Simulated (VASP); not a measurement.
OSZICAR of a VASP run on Ni3Fe (L1_2):

File OSZICAR:
```
       N       E                     dE             d eps       ncg     rms          rms(c)
DAV:   1     0.254678500296E+03    0.25468E+03   -0.17505E+04  5760   0.215E+03
DAV:   2    -0.553497168044E+01   -0.26021E+03   -0.25187E+03  5697   0.376E+02
DAV:   3    -0.198542910217E+02   -0.14319E+02   -0.13601E+02  5746   0.122E+02
DAV:   4    -0.200695494983E+02   -0.21526E+00   -0.21387E+00  6003   0.154E+01
DAV:   5    -0.200754348586E+02   -0.58854E-02   -0.58764E-02  7946   0.209E+00    0.209E+01
DAV:   6    -0.176307424075E+02    0.24447E+01   -0.42422E+01  5852   0.102E+02    0.224E+01
DAV:   7    -0.208805594798E+02   -0.32498E+01   -0.27089E+01  6775   0.133E+02    0.275E+01
DAV:   8    -0.157729873132E+02    0.51076E+01   -0.18129E+01  6972   0.583E+01    0.654E+00
DAV:   9    -0.159587981847E+02   -0.18581E+00   -0.77359E-01  6275   0.115E+01    0.358E+00
DAV:  10    -0.159286781559E+02    0.30120E-01   -0.15908E-01  7864   0.930E+00    0.160E+00
DAV:  11    -0.159258198610E+02    0.28583E-02   -0.47438E-02  8424   0.302E+00    0.119E+00
DAV:  12    -0.159279287314E+02   -0.21089E-02   -0.67789E-03  6326   0.209E+00    0.378E-01
DAV:  13    -0.159277732814E+02    0.15545E-03   -0.26343E-03  8190   0.899E-01    0.812E-02
DAV:  14    -0.159277007455E+02    0.72536E-04   -0.30828E-04  7012   0.189E-01    0.131E-01
DAV:  15    -0.159277285715E+02   -0.27826E-04   -0.10905E-04  6700   0.290E-01    0.293E-02
DAV:  16    -0.159277328799E+02   -0.43084E-05   -0.16763E-05  7017   0.498E-02    0.339E-02
DAV:  17    -0.159277459586E+02   -0.13079E-04   -0.65347E-06  7207   0.712E-02    0.446E-03
DAV:  18    -0.159277466356E+02   -0.67695E-06   -0.14697E-06  6230   0.122E-02    0.244E-03
DAV:  19    -0.159277478544E+02   -0.12188E-05   -0.61582E-08  3034   0.541E-03    0.730E-04
DAV:  20    -0.159277477231E+02    0.13128E-06   -0.47069E-08  3014   0.312E-03    0.342E-04
DAV:  21    -0.159277478347E+02   -0.11158E-06   -0.79662E-09  3003   0.122E-03    0.337E-04
DAV:  22    -0.159277478584E+02   -0.23717E-07   -0.25427E-09  2980   0.914E-04
   1 F= -.15927748E+02 E0= -.15927748E+02  d E =0.000000E+00  mag=     4.5925
```

Problem. Which electronic solver shows in the log?

Solution. It is blocked Davidson (ALGO = Normal, or the opening steps of other solvers). The INCAR had ALGO = Normal.

Problem. How was spin treated?

Solution. Collinear spin (ISPIN = 2): the summary line carries one mag value, 4.59 μB in the cell.

Problem. Can the final energy be trusted as converged?

Solution. The calculation finished and met its thresholds. It stopped with EDIFF = 1E-7, NELM = 100 (rev-vdW-DF2, plane waves, VASP's PBE PAW potentials (set 64)).

The compound is Ni3Fe in the L1_2 structure. It was relaxed first.
